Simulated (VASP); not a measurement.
Input:

```yaml
crystal:
  lattice:
    - [3.59589, 0.00000, 0.00000]
    - [0.00000, 3.64954, 0.00000]
    - [0.00000, 0.00000, 3.58843]
  atoms:
    - { symbol: Fe, position: [0.00000, 0.00000, 0.00000], spin: 3.0 }
    - { symbol: Ni, position: [0.00000, 0.50000, 0.50000], spin: 0.7 }
    - { symbol: Ni, position: [0.50000, 0.00000, 0.50000], spin: 0.7 }
    - { symbol: Ni, position: [0.52491, 0.50000, 0.00000], spin: 0.7 }
```

Calculation: PBE GGA, VASP's PBE PAW potentials (set 64) (plane waves; VASP 6.6.1). Run with 400 eV cut-off, 3×3×3 Monkhorst-Pack mesh, first-order Methfessel-Paxton smearing of 0.10 eV, potentials Fe Ni.

### Question
Which forces act on the atoms, in eV/Å?

### Answer

```csv
atom,Fx,Fy,Fz
Fe1,0.204,0.000,0.000
Ni2,0.308,0.000,0.000
Ni3,0.050,0.000,0.000
Ni4,-0.562,0.000,0.000
```

### Question
Give the stress tensor in GPa (positive for a compressed cell).

### Answer

```
-10.01    0.00    0.00
  0.00  -12.29    0.00
  0.00    0.00   -9.79
```
The pressure is its mean diagonal, -10.69 GPa.

The compound is Ni3Fe in the L1_2 structure. The cell was not relaxed at this level, atoms are displaced from their ideal sites. The k-mesh is coarse (spacing up to 0.58 per Å, 2π included), so the numbers may not be converged in it. The run is one of a series of settings (KPOINTS 3×3×3 Monkhorst-Pack mesh against the base run), some of them coarse on purpose.
